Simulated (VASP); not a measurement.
Output of a VASP run:

OSZICAR:
```
       N       E                     dE             d eps       ncg     rms          rms(c)
DAV:   1     0.503233562430E+03    0.50323E+03   -0.34094E+04  8732   0.175E+03
DAV:   2    -0.603120239725E+02   -0.56355E+03   -0.54818E+03 10167   0.479E+02
DAV:   3    -0.102827043786E+03   -0.42515E+02   -0.41332E+02 10639   0.112E+02
DAV:   4    -0.104145281191E+03   -0.13182E+01   -0.12728E+01 10904   0.186E+01
DAV:   5    -0.104180166034E+03   -0.34885E-01   -0.34538E-01 10893   0.256E+00    0.105E+02
DAV:   6    -0.107342740242E+03   -0.31626E+01   -0.21331E+02 11707   0.657E+01    0.752E+01
DAV:   7    -0.950965213365E+02    0.12246E+02   -0.22053E+02 12195   0.131E+02    0.670E+01
DAV:   8    -0.951209114753E+02   -0.24390E-01   -0.58156E+01 10267   0.302E+01    0.299E+01
DAV:   9    -0.894498123422E+02    0.56711E+01   -0.16880E+01 11082   0.214E+01    0.594E+00
DAV:  10    -0.893189186448E+02    0.13089E+00   -0.17131E+00 11276   0.658E+00    0.674E+00
DAV:  11    -0.893086920976E+02    0.10227E-01   -0.18008E-01 11716   0.274E+00    0.403E+00
DAV:  12    -0.893890688543E+02   -0.80377E-01   -0.57468E-01 12056   0.449E+00    0.424E+00
DAV:  13    -0.892869543069E+02    0.10211E+00   -0.35340E-01 11764   0.369E+00    0.778E-01
DAV:  14    -0.892866062273E+02    0.34808E-03   -0.10799E-02 10221   0.524E-01    0.465E-01
DAV:  15    -0.892860128931E+02    0.59333E-03   -0.54486E-03 11269   0.480E-01    0.281E-01
DAV:  16    -0.892859180018E+02    0.94891E-04   -0.12765E-03 11395   0.249E-01    0.122E-01
DAV:  17    -0.892858727888E+02    0.45213E-04   -0.27536E-04 11269   0.114E-01    0.626E-02
DAV:  18    -0.892858715295E+02    0.12593E-05   -0.16999E-05  9921   0.209E-02    0.571E-02
DAV:  19    -0.892858656945E+02    0.58350E-05   -0.13092E-05 10082   0.244E-02    0.223E-02
DAV:  20    -0.892858656381E+02    0.56341E-07   -0.46939E-06  9456   0.137E-02
   1 F= -.89285866E+02 E0= -.89285943E+02  d E =-.892859E+02
       N       E                     dE             d eps       ncg     rms          rms(c)
DAV:   1    -0.892869326215E+02   -0.10669E-02   -0.96678E-02  8867   0.208E+00    0.463E-01
DAV:   2    -0.892863917636E+02    0.54086E-03   -0.21778E-03 10606   0.302E-01    0.235E-01
DAV:   3    -0.892865555458E+02   -0.16378E-03   -0.18692E-03 11662   0.276E-01    0.234E-01
DAV:   4    -0.892861044964E+02    0.45105E-03   -0.13448E-03 11712   0.228E-01    0.444E-02
DAV:   5    -0.892860997744E+02    0.47220E-05   -0.44379E-05 10619   0.409E-02    0.172E-02
DAV:   6    -0.892860994969E+02    0.27755E-06   -0.31121E-06  9101   0.112E-02
   2 F= -.89286099E+02 E0= -.89286164E+02  d E =-.233859E-03
```

File OUTCAR:
```
------------------------ aborting loop because EDIFF is reached ----------------------------------------
  FORCE on cell =-STRESS in cart. coord.  units (eV):
  Direction    XX          YY          ZZ          XY          YZ          ZX
  --------------------------------------------------------------------------------------
  Total       -0.0916169     -0.0916169      0.1295458     -0.0163149      0.0000000      0.0000000
  in kB       -1.7129821     -1.7129821      2.4221462     -0.3050424      0.0000000      0.0000000
  external PRESSURE =      -0.3346060 kB  Pullay stress =       0.0000000 kB
  volume of cell :       85.69
      direct lattice vectors                 reciprocal lattice vectors
     0.028847965  4.410603560  4.405103140    -0.114109514  0.114109514  0.113504720
     4.410603560  0.028847965  4.405103140     0.114109514 -0.114109514  0.113504720
     2.219725763  2.219725763  0.000000000     0.225253051  0.225253051 -0.227009441
 POSITION                                       TOTAL-FORCE (eV/Angst)
 -----------------------------------------------------------------------------------
      4.43945      4.43945      8.81021         0.000000      0.000000      0.000000
      2.21973      2.21973      2.19419         0.000000      0.000000      0.003193
      4.44340      2.21578      4.40510         0.009557     -0.009557      0.000000
      2.21578      4.44340      4.40510        -0.009557      0.009557      0.000000
      4.43945      4.43945      6.61602        -0.000000     -0.000000     -0.003193
      2.23415      4.42503      6.60765         0.000000      0.000000      0.000000
      4.42503      2.23415      6.60765         0.000000     -0.000000      0.000000
      2.21973      2.21973      4.40510         0.000000     -0.000000     -0.000000
 -----------------------------------------------------------------------------------
    total drift:                               -0.000000      0.000000      0.000000
  FREE ENERGIE OF THE ION-ELECTRON SYSTEM (eV)
  ---------------------------------------------------
  free  energy   TOTEN  =       -89.2860994969 eV

  energy  without entropy=      -89.2862934738  energy(sigma->0) =      -89.28616416

 reached required accuracy - stopping structural energy minimisation
```
(Selected blocks of OUTCAR.)

File POSCAR:
```
Hf3VN4
1
    0.0310699493     4.4084582891     4.4095740982
    4.4084582891     0.0310699493     4.4095740982
    2.2197641192     2.2197641192    -0.0000000000
V N Hf
1 4 3
Direct
  0.0000000000   1.0000000000   1.0000000000
  0.2488849271   0.2488849271   0.5022301458
  0.2461439885   0.7538560115   0.5000000000
  0.7538560115   0.2461439885   0.5000000000
  0.7511150729   0.7511150729   0.4977698542
  0.0000000000   0.5000000000   1.0000000000
  0.5000000000   1.0000000000   1.0000000000
  0.5000000000   0.5000000000   1.0000000000
```

### Question
Write an INCAR and KPOINTS that could have produced this output.

### Answer
This is not unique; one that fits is the input of the run itself, PBEsol GGA, plane waves, VASP's PBE PAW potentials (set 64).

KPOINTS:
```
Automatic
0
Gamma
6 6 11
```

**INCAR**
```
! general
SYSTEM   =  Hf3VN4
PREC     =  Accurate
ENCUT    =  520
LREAL    =  F
LASPH    =  T

! electronic loop
EDIFF    =  1E-6
NELM     =  100
ALGO     =  Normal
LMAXMIX  =  6

! smearing
ISMEAR   =  1
SIGMA    =  0.1

! functional
GGA      =  PS

! ions
IBRION   =  2
NSW      =  60
ISIF     =  3
EDIFFG   =  -0.02

! output
LWAVE    =  F
LCHARG   =  F
```

POTCAR, in this order: V_sv N Hf_pv (PBE.64 set). Program: vasp_std.

The structure was generated: Hf3VN4 was put into an ordered model structure (Cmmm), which need not be its known phase. This run relaxes it. Symmetry was kept, so distortions that lower it aren't found. The start is the result of an earlier pass. The run is not spin-polarised, so no magnetic state was tried. The electron count is odd and the run is not spin-polarised, which forces a metal.
